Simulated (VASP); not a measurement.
OSZICAR of a VASP run on SnO (relaxed from the CsCl type structure, space group Pm-3m):

File OSZICAR:
```
       N       E                     dE             d eps       ncg     rms          rms(c)
DAV:   1     0.145891123300E+03    0.14589E+03   -0.10766E+04  1024   0.223E+03
DAV:   2     0.186394183090E+01   -0.14403E+03   -0.13924E+03  1112   0.443E+02
DAV:   3    -0.114139425381E+02   -0.13278E+02   -0.13011E+02  1136   0.117E+02
DAV:   4    -0.116918767147E+02   -0.27793E+00   -0.27785E+00  1136   0.187E+01
DAV:   5    -0.116996165965E+02   -0.77399E-02   -0.77398E-02  1208   0.309E+00    0.801E+00
DAV:   6    -0.100694496099E+02    0.16302E+01   -0.12133E+01  1276   0.510E+01    0.487E+00
DAV:   7    -0.983624703463E+01    0.23320E+00   -0.17646E+00  1106   0.930E+00    0.133E+00
DAV:   8    -0.981162527940E+01    0.24622E-01   -0.14699E-01  1062   0.359E+00    0.184E-01
DAV:   9    -0.981160568067E+01    0.19599E-04   -0.48982E-03  1168   0.629E-01    0.805E-02
DAV:  10    -0.981171833150E+01   -0.11265E-03   -0.65144E-04  1160   0.464E-01    0.339E-02
DAV:  11    -0.981168023279E+01    0.38099E-04   -0.23803E-04  1254   0.252E-01    0.202E-02
DAV:  12    -0.981167071017E+01    0.95226E-05   -0.35772E-05  1330   0.598E-02    0.462E-03
DAV:  13    -0.981167089027E+01   -0.18010E-06   -0.24411E-06   786   0.163E-02
   1 F= -.98116709E+01 E0= -.98111051E+01  d E =-.981167E+01
       N       E                     dE             d eps       ncg     rms          rms(c)
DAV:   1    -0.106719706796E+02   -0.86030E+00   -0.18390E+01  1178   0.819E+01    0.598E+00
DAV:   2    -0.100184996607E+02    0.65347E+00   -0.28328E+00   998   0.194E+01    0.232E+00
DAV:   3    -0.987663195394E+01    0.14187E+00   -0.54866E-01  1396   0.903E+00    0.130E+00
DAV:   4    -0.983136637251E+01    0.45266E-01   -0.14505E-01  1358   0.592E+00    0.129E-01
DAV:   5    -0.982978932785E+01    0.15770E-02   -0.41895E-03  1010   0.816E-01    0.807E-02
DAV:   6    -0.982872816958E+01    0.10612E-02   -0.74627E-04  1022   0.349E-01    0.381E-02
DAV:   7    -0.982861546407E+01    0.11271E-03   -0.13002E-04  1164   0.124E-01    0.150E-02
DAV:   8    -0.982861372459E+01    0.17395E-05   -0.17699E-05  1182   0.464E-02    0.517E-03
DAV:   9    -0.982861335561E+01    0.36898E-06   -0.20435E-06   622   0.125E-02
   2 F= -.98286134E+01 E0= -.98283353E+01  d E =-.169425E-01
       N       E                     dE             d eps       ncg     rms          rms(c)
DAV:   1    -0.991164010374E+01   -0.83026E-01   -0.15965E+00  1166   0.217E+01    0.185E+00
DAV:   2    -0.984987780640E+01    0.61762E-01   -0.26929E-01  1028   0.599E+00    0.726E-01
DAV:   3    -0.983661335355E+01    0.13264E-01   -0.50531E-02  1414   0.301E+00    0.402E-01
DAV:   4    -0.983252217720E+01    0.40912E-02   -0.12929E-02  1264   0.181E+00    0.516E-02
DAV:   5    -0.983233833103E+01    0.18385E-03   -0.58376E-04  1052   0.310E-01    0.209E-02
DAV:   6    -0.983231030788E+01    0.28023E-04   -0.43286E-05  1248   0.665E-02    0.975E-03
DAV:   7    -0.983230974351E+01    0.56437E-06   -0.89644E-06  1010   0.377E-02
   3 F= -.98323097E+01 E0= -.98320048E+01  d E =-.206389E-01
```

### Question
Which electronic solver shows in the log?

### Answer
It is blocked Davidson (ALGO = Normal, or the opening steps of other solvers). The INCAR had ALGO = Normal.

### Question
Can the final energy be trusted as converged?

### Answer
The run converged. It stopped with EDIFF = 1E-6, NELM = 100, NSW = 60 and EDIFFG = -0.01 after 3 ionic steps (PBE GGA, plane waves, VASP's PBE PAW potentials (set 64)). Energy and stress use the plane-wave basis of the starting cell.

The structure was generated: SnO was put into the CsCl type type (Pm-3m), which need not be its known phase. This run relaxes it. Symmetry was kept, so distortions that lower it aren't found. The start is the result of an earlier pass.
